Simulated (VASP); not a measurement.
Consider the following.

```
CELL_PARAMETERS angstrom
      0.00000     2.27673     2.27673
      2.27673     0.00000     2.27673
      2.27673     2.27673     0.00000
ATOMIC_POSITIONS crystal
  Li 0.25000 0.25000 0.25000
  Li 0.75000 0.75000 0.75000
  O  0.00000 0.00000 0.00000
```

Method: optB86b-vdW, VASP's PBE PAW potentials (set 64) (plane waves; VASP 6.6.1). Run with 520 eV cut-off, 8×8×8 Γ-centred mesh, Gaussian smearing of 0.050 eV, potentials Li_sv O.

### Question
Give the stress tensor in GPa (positive for a compressed cell).

### Answer

```
3.07  0.00  0.00
0.00  3.07  0.00
0.00  0.00  3.07
```
The pressure is its mean diagonal, 3.07 GPa.

The compound is Li2O in the antifluorite structure. This cell is one point of a volume scan, at 0.97 of the reference volume.
